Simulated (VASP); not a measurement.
**ScAl₃ (space group I4/mmm): computed properties**

Level of theory: LDA (Ceperley-Alder, Perdew-Zunger), VASP's LDA PAW potentials (set 64) (plane waves; VASP).

space group: I4/mmm (139)
cell: a = b = 3.9505 Å, c = 8.6865 Å, α = β = γ = 90.00°
volume per atom: 16.95 Å^3/atom
band gap (over mesh and band path): none (metal, semimetal or under 0.01 eV)
band gap with spin-orbit coupling: none (metallic)
density: 3.08 g/cm³

```
CELL_PARAMETERS angstrom
     -1.97527     1.97527     4.34323
      1.97527    -1.97527     4.34323
      1.97527     1.97527    -4.34323
ATOMIC_POSITIONS crystal
  Sc 0.00000 0.00000 0.00000
  Al 0.75000 0.25000 0.50000
  Al 0.25000 0.75000 0.50000
  Al 0.50000 0.50000 0.00000
```

The structure comes from a computed database's ScAl3 entry (I4/mmm); how it stands against other phases isn't given here. It was relaxed first, which changed the volume by -5 %. Symmetry was kept, so distortions that lower it aren't found.
